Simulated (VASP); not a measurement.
Crystal: BN.

```xyz
2
Lattice="0.0000 1.8075 1.8075 1.8075 0.0000 1.8075 1.8075 1.8075 0.0000" Properties=species:S:1:pos:R:3 pbc="T T T"
B     0.0000    0.0000    0.0000
N     0.9038    0.9038    0.9038
```

```yaml
Program: VASP 6.6.1
Task: relaxation of cell and atoms
Functional: LDA
Potentials_or_basis: VASP PAW LDA potentials, release 64 (B, N)
Cutoff: 520 eV
k_mesh: 14 × 14 × 14
Occupations: gaussian, width 0.02 eV
Spin: no spin polarisation
```

At the start: pressure -10.1 GPa; volume 5.91 Å³/atom.

Q: How do energy, volume and symmetry change on relaxing?

A: Over 3 steps the energy falls by 4.9 meV/atom and the volume is 5.75 Å³/atom (-2.6 %); space group F-43m (No. 216, to 0.05 Å).

The path:
| step | energy change (eV) | largest force (eV/Å) | pressure (GPa) | volume (Å³) |
| --- | --- | --- | --- | --- |
| 1 | 0.0000 | 0.0000 | -10.09 | 11.81 |
| 2 | 0.0017 | 0.0000 | 11.84 | 11.19 |
| 3 | -0.0098 | 0.0000 | -0.05 | 11.51 |

Final structure:
```
B N
1.0
     0.00000    1.79182    1.79182
     1.79182    0.00000    1.79182
     1.79182    1.79182    0.00000
B N
1 1
Direct
  0.00000 0.00000 0.00000
  0.25000 0.25000 0.25000
```
